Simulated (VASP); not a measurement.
Write the native input for VASP 6.6.1 that does the following.

| Property | Result |
| --- | --- |
| Task | single point |
| Functional | r2SCAN |
| Potentials or basis | VASP PAW PBE potentials, release 64 (In_d, Sb, As) |
| Cutoff | 520 eV |
| k mesh | 8 × 8 × 4 |
| Occupations | gaussian, width 0.1 eV |
| Spin | no spin polarisation |
| Further INCAR settings | ALGO = Normal; EDIFF = 1e-06; NBANDS = 28 |

The structure of InSb2As3 lies in POSCAR:

```
InSb2As3                                
1.0
    4.1423535159     -0.0000000000      0.0000000000
   -2.0711767580      3.5873833751     -0.0000000000
   -0.0000000000      0.0000000000     11.1466266726
  In              Sb              As            
     1     2     3
Direct
     0.0000000000000000    1.0000000000000000    0.5471785839893974
     0.3333333300000021    0.6666666699999979    0.7812609013918629
     0.3333333300000021    0.6666666699999979    0.2178501120721104
     0.6666666699999979    0.3333333300000021    0.4555121993174749
     0.6666666699999979    0.3333333300000021    0.0891133627721472
     0.0000000000000000    1.0000000000000000    0.9091820104570038
```

The cell was built by a generator and needn't be a form met in nature.

The input as run:

INCAR

```
SYSTEM = InSb2As3
PREC = Accurate ; ENCUT = 520
EDIFF = 1E-6 ; ISMEAR = 0
SIGMA = 0.1 ; LREAL = .False.
LASPH = .True. ; NELM = 150
ALGO = Normal ; ISIF = 2
LWAVE = .False. ; LCHARG = .False.
METAGGA = R2SCAN ; LMIXTAU = .True.
NBANDS = 28 ; KPAR = 4
```

KPOINTS

```
regular mesh
0
Gamma
  8 8 4
  0 0 0
```

Potentials or basis: VASP PAW PBE potentials, release 64 (In_d, Sb, As).

Launch:

```sh
$ cat potpaw_PBE.64/In_d/POTCAR potpaw_PBE.64/Sb/POTCAR potpaw_PBE.64/As/POTCAR > POTCAR
$ mpirun -np 4 vasp_std > vasp.out
```

Results of the run:

* Pressure: -1.3 GPa
* Largest force: 0.341 eV/Å
* Band gap on the k mesh: none (metal or under the smearing width)

Caveat: the PAW data sets were made with another functional, which shifts forces and pressure a little.

Wall time 2.1 min on 4 MPI ranks on Intel(R) Xeon(R) Platinum 8488C (Sapphire Rapids), on a shared host, peak memory 0.41 GiB a rank.
